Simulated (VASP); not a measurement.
An input for Quantum ESPRESSO's pw.x (written as the equivalent of a VASP run, and not itself run):

```
&CONTROL
  calculation = 'vc-relax'
  pseudo_dir = './pseudo'
  outdir = './out'
  tprnfor = .true.
  tstress = .true.
  nstep = 60
  forc_conv_thr = 0.00078
/
&SYSTEM
  ibrav = 0
  nat = 6
  ntyp = 2
  ecutwfc = 86
  occupations = 'smearing'
  smearing = 'gaussian'
  degauss = 0.003675
  input_dft = 'pbe'
/
&ELECTRONS
  conv_thr = 7.3e-08
  electron_maxstep = 100
/
&IONS
/
&CELL
/
ATOMIC_SPECIES
  W 183.840 W.upf
  Se 78.971 Se.upf
CELL_PARAMETERS angstrom
     3.3211396    0.0000000   -0.0000000
    -1.6605698    2.8761915   -0.0000000
    -0.0000000    0.0000000   14.6768455
ATOMIC_POSITIONS crystal
  W    0.6666670  0.3333330  0.7500000
  W    0.3333330  0.6666670  0.2500000
  Se   0.3333330  0.6666670  0.8645267
  Se   0.6666670  0.3333330  0.1354733
  Se   0.6666670  0.3333330  0.3645267
  Se   0.3333330  0.6666670  0.6354733
K_POINTS automatic
  7 7 2 0 0 0
```

### Question
Write the VASP files for the same calculation (PBE).

### Answer
One answer among several that fit: 
**POSCAR**
```
WSe2
1
    3.3211395807     0.0000000000    -0.0000000000
   -1.6605697904     2.8761915279    -0.0000000000
   -0.0000000000     0.0000000000    14.6768454818
W Se
2 4
Direct
  0.6666670000   0.3333330000   0.7500000000
  0.3333330000   0.6666670000   0.2500000000
  0.3333330000   0.6666670000   0.8645266871
  0.6666670000   0.3333330000   0.1354733129
  0.6666670000   0.3333330000   0.3645266871
  0.3333330000   0.6666670000   0.6354733129
```

KPOINTS:
```
Automatic mesh
0
Gamma
7 7 2
0 0 0
```

### INCAR
```
SYSTEM = WSe2
PREC = Accurate
ENCUT = 400
EDIFF = 1E-6
NELM = 100
ALGO = Normal
LREAL = .FALSE.
LASPH = .TRUE.
ISMEAR = 0
SIGMA = 0.05
GGA = PE
LMAXMIX = 6
LWAVE = .FALSE.
LCHARG = .FALSE.
IBRION = 2
ISIF = 3
NSW = 60
EDIFFG = -0.02
```

POTCAR, in this order: W_sv Se (PBE.64 set). Program: vasp_std.

What does not carry over: the potentials are each code's own (VASP's PAW set, PseudoDojo norm-conserving files in pw.x), so ENCUT and ecutwfc are chosen apart and not converted; conv_thr bounds pw.x's estimated SCF error, while EDIFF bounds the energy change between steps; forc_conv_thr acts on force components and is met together with etot_conv_thr.

The structure comes from a computed database's WSe2 entry (P6_3/mmc); how it stands against other phases isn't given here. It was relaxed first, which changed the volume by +7 %. The start is the result of an earlier pass.
